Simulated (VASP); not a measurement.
OSZICAR of a VASP run on InSb (zinc blende):

**OSZICAR**
```
       N       E                     dE             d eps       ncg     rms          rms(c)
DAV:   1     0.110098517144E+03    0.11010E+03   -0.80732E+03  1222   0.136E+03
DAV:   2     0.461119365758E+00   -0.10964E+03   -0.10695E+03  1267   0.304E+02
DAV:   3    -0.684920842130E+01   -0.73103E+01   -0.72562E+01  1627   0.862E+01
DAV:   4    -0.703991759854E+01   -0.19071E+00   -0.19063E+00  1384   0.165E+01
DAV:   5    -0.704959009975E+01   -0.96725E-02   -0.96722E-02  1808   0.318E+00    0.380E+00
DAV:   6    -0.695956242830E+01    0.90028E-01   -0.17473E-01  1641   0.686E+00    0.220E+00
DAV:   7    -0.694891303737E+01    0.10649E-01   -0.70004E-02  1585   0.279E+00    0.609E-01
DAV:   8    -0.695002660170E+01   -0.11136E-02   -0.77012E-03  1529   0.117E+00    0.223E-01
DAV:   9    -0.695062533200E+01   -0.59873E-03   -0.85987E-04  1418   0.308E-01    0.731E-02
DAV:  10    -0.695071687483E+01   -0.91543E-04   -0.73638E-05  1492   0.630E-02    0.284E-02
DAV:  11    -0.695076053656E+01   -0.43662E-04   -0.75406E-05  1307   0.599E-02    0.171E-02
DAV:  12    -0.695076118196E+01   -0.64541E-06   -0.10146E-06  1487   0.828E-03    0.659E-03
DAV:  13    -0.695076214924E+01   -0.96728E-06   -0.20109E-06  1312   0.837E-03    0.396E-03
DAV:  14    -0.695076197246E+01    0.17679E-06   -0.78744E-08  1149   0.319E-03    0.988E-04
DAV:  15    -0.695076198648E+01   -0.14026E-07   -0.21612E-08   696   0.182E-03
   1 F= -.75722854E+01 E0= -.75723720E+01  d E =0.259760E-03
```

Problem. Which electronic solver shows in the log?

Solution. It is blocked Davidson (ALGO = Normal, or the opening steps of other solvers). The INCAR had ALGO = Normal.

Problem. Can the final energy be trusted as converged?

Solution. The run converged. It stopped with EDIFF = 1E-7, NELM = 100 (PBE GGA with D3 dispersion (Becke-Johnson damping), plane waves, VASP's PBE PAW potentials (set 64)).

The compound is InSb in the zinc blende structure. This cell is one point of a volume scan, at 1.03 of the reference volume.
